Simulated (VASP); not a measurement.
Method: LDA (Ceperley-Alder, Perdew-Zunger) with spin-orbit coupling, VASP's LDA PAW potentials (set 64) (plane waves; VASP 6.6.1).

The input files of a VASP run:

POSCAR:
```
MnO2
1
    4.3332873405    -0.0000000000     0.0000000000
   -0.0000000000     4.3332873405     0.0000000000
    0.0000000000     0.0000000000     2.7835180359
Mn O
2 4
Direct
  0.0000000000   0.0000000000   0.0000000000
  0.5000000000   0.5000000000   0.5000000000
  0.3017823633   0.3017823633   0.0000000000
  0.8017823633   0.1982176367   0.5000000000
  0.1982176367   0.8017823633   0.5000000000
  0.6982176367   0.6982176367   0.0000000000
```

KPOINTS_OPT:
```
k-points along high-symmetry lines
5
Line-mode
Reciprocal
  0.000000   0.000000   0.000000 ! GAMMA
  0.500000   0.500000   0.000000 ! Y

  0.500000   0.500000   0.000000 ! Y
  0.500000   0.500000   0.000000 ! C_0

  0.500000  -0.500000   0.000000 ! SIGMA_0
  0.000000   0.000000   0.000000 ! GAMMA

  0.000000   0.000000   0.000000 ! GAMMA
  0.000000   0.000000   0.500000 ! Z

  0.000000   0.000000   0.500000 ! Z
  0.500000  -0.500000   0.500000 ! A_0

  0.500000   0.500000   0.500000 ! E_0
  0.500000   0.500000   0.500000 ! T

  0.500000   0.500000   0.500000 ! T
  0.500000   0.500000   0.000000 ! Y

  0.000000   0.000000   0.000000 ! GAMMA
  0.500000   0.000000   0.000000 ! S

  0.500000   0.000000   0.000000 ! S
  0.500000   0.000000   0.500000 ! R

  0.500000   0.000000   0.500000 ! R
  0.000000   0.000000   0.500000 ! Z

  0.000000   0.000000   0.500000 ! Z
  0.500000   0.500000   0.500000 ! T
```

**INCAR**
```
! general
SYSTEM      =  MnO2
PREC        =  Accurate
ENCUT       =  520   ! plane-wave cut-off (eV)
LREAL       =  F   ! projection in real space or not
LASPH       =  T   ! aspherical one-centre terms

! electronic loop
EDIFF       =  1E-6
NELM        =  100
ALGO        =  Normal   ! blocked Davidson
LMAXMIX     =  4   ! l cut-off of mixed one-centre charges

! smearing
ISMEAR      =  0
SIGMA       =  0.05

! functional
GGA_COMPAT  =  F

! spin
MAGMOM      =  2*0 2.1 2*0 -2.1 2*0 -0.0 2*0 0.0 2*0 0.0 2*0 -0.0
LSORBIT     =  T

! output
LWAVE       =  F
LCHARG      =  F
LORBIT      =  11   ! lm-projected
```

### KPOINTS
```
Automatic mesh
0
Gamma
7 7 10
0 0 0
```

POTCAR, in this order: Mn_pv O (LDA.64 set). Program: vasp_ncl.

Output

**OSZICAR**
```
       N       E                     dE             d eps       ncg     rms          rms(c)
DAV:   1     0.741203591182E+03    0.74120E+03   -0.27326E+04 11872   0.207E+03
DAV:   2     0.488803247014E+02   -0.69232E+03   -0.65271E+03 11968   0.619E+02
DAV:   3    -0.625467799107E+02   -0.11143E+03   -0.10692E+03 13192   0.231E+02
DAV:   4    -0.685507497778E+02   -0.60040E+01   -0.58039E+01 13816   0.506E+01
DAV:   5    -0.687389077131E+02   -0.18816E+00   -0.18433E+00 13296   0.836E+00    0.486E+01
DAV:   6    -0.654974677910E+02    0.32414E+01   -0.15871E+02 14008   0.123E+02    0.514E+01
DAV:   7    -0.555691622534E+02    0.99283E+01   -0.11181E+02 13888   0.128E+02    0.209E+01
DAV:   8    -0.537006085590E+02    0.18686E+01   -0.10456E+01 12356   0.310E+01    0.846E+00
DAV:   9    -0.532903930952E+02    0.41022E+00   -0.19035E+00 15140   0.130E+01    0.231E+00
DAV:  10    -0.533012906188E+02   -0.10898E-01   -0.20546E-01 12032   0.354E+00    0.139E+00
DAV:  11    -0.532967945492E+02    0.44961E-02   -0.26338E-02 13908   0.221E+00    0.854E-01
DAV:  12    -0.532943798590E+02    0.24147E-02   -0.11020E-02 14528   0.157E+00    0.331E-01
DAV:  13    -0.532944901607E+02   -0.11030E-03   -0.18472E-03 12180   0.302E-01    0.783E-02
DAV:  14    -0.532944762134E+02    0.13947E-04   -0.11618E-04 14912   0.113E-01    0.465E-02
DAV:  15    -0.532944709816E+02    0.52318E-05   -0.36386E-05 12012   0.740E-02    0.124E-02
DAV:  16    -0.532944714528E+02   -0.47125E-06   -0.23405E-06 11132   0.198E-02
   1 F= -.53294471E+02 E0= -.53292544E+02  d E =-.385578E-02  mag=     0.0000     0.0000     0.0000
       N       E                     dE             ncg
```

File OUTCAR:
```
------------------------ aborting loop because EDIFF is reached ----------------------------------------
  FORCE on cell =-STRESS in cart. coord.  units (eV):
  Direction    XX          YY          ZZ          XY          YZ          ZX
  --------------------------------------------------------------------------------------
  Total       -0.0181765     -0.0181696      0.0240043     -0.0000000      0.0000000      0.0000000
  in kB       -0.5571754     -0.5569643      0.7358169     -0.0000000      0.0000000      0.0000000
  external PRESSURE =      -0.1261076 kB  Pullay stress =       0.0000000 kB
  volume of cell :       52.27
      direct lattice vectors                 reciprocal lattice vectors
     4.333287341  0.000000000  0.000000000     0.230771680  0.000000000  0.000000000
     0.000000000  4.333287341  0.000000000     0.000000000  0.230771680  0.000000000
     0.000000000  0.000000000  2.783518036     0.000000000  0.000000000  0.359257597
 POSITION                                       TOTAL-FORCE (eV/Angst)
 -----------------------------------------------------------------------------------
      0.00000      0.00000      0.00000        -0.000000     -0.000000     -0.000000
      2.16664      2.16664      1.39176        -0.000000     -0.000000     -0.000000
      1.30771      1.30771      0.00000        -0.009463     -0.009464     -0.000000
      3.47435      0.85893      1.39176        -0.009463      0.009464     -0.000000
      0.85893      3.47435      1.39176         0.009463     -0.009464      0.000000
      3.02558      3.02558      0.00000         0.009463      0.009464     -0.000000
 -----------------------------------------------------------------------------------
    total drift:                                0.000000     -0.000000     -0.000000
  FREE ENERGIE OF THE ION-ELECTRON SYSTEM (eV)
  ---------------------------------------------------
  free  energy   TOTEN  =       -53.2944714528 eV

  energy  without entropy=      -53.2906156747  energy(sigma->0) =      -53.29254356

 total charge

# of ion       s       p       d       tot
------------------------------------------
    1        0.382   6.528   5.047  11.958
    2        0.382   6.528   5.047  11.958
    3        1.560   3.457   0.000   5.018
    4        1.560   3.457   0.000   5.018
    5        1.560   3.457   0.000   5.018
    6        1.560   3.457   0.000   5.018
--------------------------------------------------
tot          7.006  26.887  10.093  43.986

 magnetization (x)

# of ion       s       p       d       tot
------------------------------------------
    1        0.000   0.000   0.000   0.000
    2        0.000   0.000   0.000   0.000
    3        0.000   0.000   0.000   0.000
    4        0.000   0.000   0.000   0.000
    5        0.000   0.000   0.000   0.000
    6        0.000   0.000   0.000   0.000
--------------------------------------------------
tot          0.000   0.000   0.000   0.000

 magnetization (y)

# of ion       s       p       d       tot
------------------------------------------
    1        0.000   0.000   0.000   0.000
    2        0.000   0.000   0.000   0.000
    3        0.000   0.000   0.000   0.000
    4        0.000   0.000   0.000   0.000
    5        0.000   0.000   0.000   0.000
    6        0.000   0.000   0.000   0.000
--------------------------------------------------
tot          0.000   0.000   0.000   0.000

 magnetization (z)

# of ion       s       p       d       tot
------------------------------------------
    1        0.010   0.014   2.108   2.132
    2       -0.010  -0.014  -2.108  -2.132
    3       -0.000  -0.038   0.000  -0.038
    4        0.000   0.038   0.000   0.038
    5        0.000   0.038   0.000   0.038
    6       -0.000  -0.038   0.000  -0.038
--------------------------------------------------
tot          0.000   0.000   0.000   0.000

 Ion:    1  E_soc:     -0.0279404

 Ion:    2  E_soc:     -0.0279404

 Ion:    3  E_soc:     -0.0002601

 Ion:    4  E_soc:     -0.0002601

 Ion:    5  E_soc:     -0.0002601

 Ion:    6  E_soc:     -0.0002601
```
(Selected blocks of OUTCAR.)

**OUTCAR**
```
 val. band max:        5.9304231764   @ k =   0.1429   0.1429   0.4000

 cond. band min:       5.9386426809   @ k =   0.2857   0.2857   0.2000


 Fermi energy:         5.9345281464

 k-point     1 :       0.0000    0.0000    0.0000
  band No.  band energies     occupation
      1     -44.3508      1.00000
      2     -44.3508      1.00000
      3     -44.0442      1.00000
      4     -44.0442      1.00000
      5     -43.3821      1.00000
      6     -43.3821      1.00000
      7     -41.9041      1.00000
      8     -41.9041      1.00000
      9     -41.4792      1.00000
     10     -41.4792      1.00000
     11     -41.2496      1.00000
     12     -41.2496      1.00000
     13     -14.3268      1.00000
     14     -14.3268      1.00000
     15     -12.1947      1.00000
     16     -12.1947      1.00000
     17     -11.8355      1.00000
     18     -11.8355      1.00000
     19     -11.7447      1.00000
     20     -11.7447      1.00000
     21      -2.4027      1.00000
     22      -2.4027      1.00000
     23      -1.5488      1.00000
     24      -1.5488      1.00000
     25      -1.1311      1.00000
     26      -1.1311      1.00000
     27      -0.0753      1.00000
     28      -0.0753      1.00000
     29       0.3939      1.00000
     30       0.3939      1.00000
     31       1.4704      1.00000
     32       1.4704      1.00000
     33       1.5221      1.00000
     34       1.5221      1.00000
     35       2.2722      1.00000
     36       2.2722      1.00000
     37       3.8954      1.00000
     38       3.8954      1.00000
     39       4.0961      1.00000
     40       4.0961      1.00000
     41       4.1636      1.00000
     42       4.1636      1.00000
     43       4.4779      1.00000
     44       4.4779      1.00000
     45       4.5529      1.00000
     46       4.5529      1.00000
     47       4.5908      1.00000
     48       4.5908      1.00000
     49       5.3788      1.00000
     50       5.3788      1.00000
     51       5.4051      1.00000
...
```

The compound is MnO2 in the rutile structure. It was relaxed first, which changed the volume by -6 %.
